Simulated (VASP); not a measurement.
A run of VASP 6.6.1 is set up as follows.

Contents of INCAR:

```
ALGO = Normal
EDIFF = 1E-6
ENCUT = 520
GGA = PE
ISIF = 2
ISMEAR = 0
IVDW = 2
LASPH = True
LCHARG = True
LELF = True
LORBIT = 11
LREAL = False
LVACPOTAV = True
LVHAR = True
LWAVE = False
NELM = 80
PREC = Accurate
SIGMA = 0.01
```

The input KPOINTS:

```
k-points
0
Gamma
  1 1 1
```

POSCAR

```
InHBr2O
1.0
   13.0000000000      0.0000000000      0.0000000000
    0.0000000000     13.0000000000      0.0000000000
    0.0000000000      0.0000000000     12.0000000000
O In Br H
1 1 2 1
Direct
    0.4860500000      0.6097807700      0.5136916700
    0.4951423100      0.4591423100      0.5067583300
    0.6378192300      0.3718500000      0.6005083300
    0.3641807700      0.3642269200      0.4051583300
    0.5417500000      0.6390038500      0.5558833300
```

Potentials or basis: VASP PAW PBE potentials, release 64 (O, In_d, Br, H).

Run with:

```sh
$ cat potpaw_PBE.64/O/POTCAR potpaw_PBE.64/In_d/POTCAR potpaw_PBE.64/Br/POTCAR potpaw_PBE.64/H/POTCAR > POTCAR
$ mpirun -np 1 vasp_gam > vasp.out
```

Problem. Estimate the Hirshfeld charges.

Solution. O -0.34; In +0.54; Br -0.17, -0.15; H +0.13 e.

Problem. Predict the dispersion energy per atom.

Solution. -0.008 eV.

Problem. Predict the gap between the frontier levels.

Solution. 3.87 eV.

Forces on the atoms (eV/Å):
```
O   -0.528  0.374 -0.317
In   0.031 -0.337 -0.006
Br   0.230 -0.146  0.140
Br  -0.210 -0.141 -0.150
H    0.476  0.249  0.333
```

Caveat: spin-orbit coupling is left out, which moves the levels of the heavy elements. As with any semilocal functional, this PBE gap is likely too small.
